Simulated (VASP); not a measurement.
A run of VASP 6.6.1 is set up as follows.

Contents of INCAR:

```
SYSTEM = H9O4F
ALGO = Fast
EDIFF = 1E-6
ENCUT = 520
GGA = PS
ISIF = 2
ISMEAR = -1
LASPH = .True.
LCHARG = .False.
LREAL = .False.
LWAVE = .False.
NBANDS = 33
NELM = 100
PREC = Accurate
SIGMA = 0.02
```

The input KPOINTS:

```
k-points
0
Gamma
  1 1 1
  0 0 0
```

Contents of POSCAR:

```
H9O4F
1.0
    5.3601080000      0.0000000000      0.0000000000
    0.0000000000      5.3601080000      0.0000000000
    0.0000000000      0.0000000000      5.3601080000
O H F
4 9 1
Direct
    0.7417226397      0.6062382920      0.7920106865
    0.2452527758      0.0549939969      0.3949464637
    0.0243853973      0.9605282804      0.8692736000
    0.4995250468      0.6343424087      0.3700066603
    0.6573318120      0.6061098267      0.6231469528
    0.7254085582      0.4386653092      0.8725355448
    0.1750046352      0.0475646507      0.5660332487
    0.3168252434      0.2216222640      0.3725359049
    0.1419432698      0.9403385465      1.0076665580
   -0.0765390108      0.7916105165      0.8375895353
    0.5862146302      0.6247673385      0.2104090122
    0.4213083803      0.8054865083      0.3732187828
    0.8441431533      0.0984234688     -0.0334777319
    0.6939357689      0.2091382927      0.0384529817
```

Potentials or basis: VASP PAW PBE potentials, release 64 (O, H, F).

Launch:

```sh
$ cat potpaw_PBE.64/O/POTCAR potpaw_PBE.64/H/POTCAR potpaw_PBE.64/F/POTCAR > POTCAR
$ mpirun -np 1 vasp_gam > vasp.out
```

**Question.** Estimate the largest force.

**Answer.** 0.249 eV/Å.

**Question.** What does it give for the band gap on the k mesh?

**Answer.** 5.34 eV, direct.

Stress tensor (GPa, compression positive):
```
 0.72 -0.50  0.36
-0.50 -0.55 -0.21
 0.36 -0.21 -1.57
```

Caveat: the PAW data sets were made with another functional, which shifts forces and pressure a little.
